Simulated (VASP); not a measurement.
Bi4Te3 (Pilsenite): relaxation of cell and atoms with PBE

Crystal: Bi4Te3 (Pilsenite).

```
Bi Te
1.0
     2.25528    1.30209   14.24096
    -2.25528    1.30209   14.24096
     0.00000   -2.60417   14.24096
Bi Te
4 3
Direct
  0.71376 0.71376 0.71376
  0.28624 0.28624 0.28624
  0.14726 0.14726 0.14726
  0.85274 0.85274 0.85274
  0.00000 0.00000 0.00000
  0.42030 0.42030 0.42030
  0.57970 0.57970 0.57970
```

| Quantity | Value |
| --- | --- |
| Program | VASP 6.6.1 |
| Task | relaxation of cell and atoms |
| Functional | PBE |
| Potentials or basis | VASP PAW PBE potentials, release 64 (Bi, Te) |
| Cutoff | 300 eV |
| k mesh | 5 × 5 × 5 |
| Occupations | gaussian, width 0.03 eV |
| Spin | no spin polarisation |
| Further INCAR settings | ALGO = Normal; EDIFF = 1e-07; IBRION = 2; EDIFFG = -0.005; NSW = 90; ISIF = 3 |

The pressure after relaxing is 0.0 GPa, the largest force after relaxing is 0.004 eV/Å and the band gap on the k mesh is 0.35 eV, indirect (least direct gap 0.36 eV).

Forces on the atoms (eV/Å):
```
Bi   0.000  0.000 -0.003
Bi   0.000  0.000  0.003
Bi   0.000  0.000 -0.004
Bi   0.000  0.000  0.004
Te   0.000  0.000  0.000
Te   0.000  0.000 -0.003
Te   0.000  0.000  0.003
```

Final structure:
```xyz
7
Lattice="2.2553 1.3021 14.2410 -2.2553 1.3021 14.2410 0.0000 -2.6042 14.2410" Properties=species:S:1:pos:R:3 pbc="T T T"
Bi    0.0000    0.0000   30.4939
Bi    0.0000    0.0000   12.2290
Bi    0.0000    0.0000    6.2912
Bi    0.0000    0.0000   36.4317
Te    0.0000    0.0000    0.0000
Te    0.0000    0.0000   17.9564
Te    0.0000    0.0000   24.7665
```

Levels at points of the mesh, in eV from the valence-band top:
| k point | band 15 | band 16 | band 17 | band 18 | band 19 | band 20 | band 21 | band 22 | band 23 |
| --- | --- | --- | --- | --- | --- | --- | --- | --- | --- |
| (0.00, 0.00, 0.00) | -1.35 | -1.35 | -0.44 | -0.44 | -0.26 | 0.62 | 0.62 | 0.89 | 0.95 |

Run time: 7.1 min on 2 MPI ranks on Intel(R) Xeon(R) Platinum 8488C (Sapphire Rapids), with other jobs on the host, peak memory 1 GiB a rank.

Caveat: the relaxation stopped at its first step, so nothing moved; spin-orbit coupling is left out, which as a rule narrows the gap of such compounds by several tenths of an eV; an odd mesh through Γ misses points on the zone boundary, where band edges often lie. A hybrid or GW would open this gap; PBE tends to underestimate it.
